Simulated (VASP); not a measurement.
Level of theory: PBEsol GGA, VASP's PBE PAW potentials (set 64) (plane waves; VASP).

VASP input:

INCAR:
```
# general
SYSTEM  = TiGe2
PREC    = Accurate
ENCUT   = 400
LREAL   = .FALSE.
LASPH   = .TRUE.

# electronic loop
EDIFF   = 1E-7
NELM    = 100
ALGO    = Normal
LMAXMIX = 4

# smearing
ISMEAR  = -5

# functional
GGA     = PS   # PBEsol

# ions
ISIF    = 2

# output
LWAVE   = .FALSE.
LCHARG  = .TRUE.
LORBIT  = 11   # lm-projected
NEDOS   = 601   # DOS grid

# other
LEFG    = .TRUE.
```

KPOINTS:
```
Automatic mesh
0
Gamma
9 9 9
0 0 0
```

File POSCAR:
```
TiGe2
1
    0.0000000000     4.3622887618     4.2471909368
    2.4973656361     0.0000000000     4.2471909368
    2.4973656361     4.3622887618     0.0000000000
Ti Ge
2 4
Direct
  0.0000000000   0.0000000000   0.0000000000
  0.2500000000   0.2500000000   0.2500000000
  0.6686641996   0.6686641996   0.3313358004
  0.3313358004   0.3313358004   0.6686641996
  0.5813358004   0.5813358004   0.9186641996
  0.9186641996   0.9186641996   0.5813358004
```

POTCAR, in this order: Ti_sv Ge_d (PBE.64 set). Program: vasp_std.

Q: What will the output report for the number of irreducible k-points (NKPTS), number of bands (NBANDS), largest plane-wave count, number of space-group operations, FFT grid (NGX, NGY, NGZ)?

A: 
```
Property                                       Value
--------------------------------------  ------------
number of irreducible k-points (NKPTS)           125
number of bands (NBANDS)                          48
largest plane-wave count                        1710
number of space-group operations                   8
FFT grid (NGX, NGY, NGZ)                40 × 32 × 36
```

The structure comes from a measured TiGe2 entry (Fddd) of the Crystallography Open Database, whose conditions weren't checked. It was relaxed first.
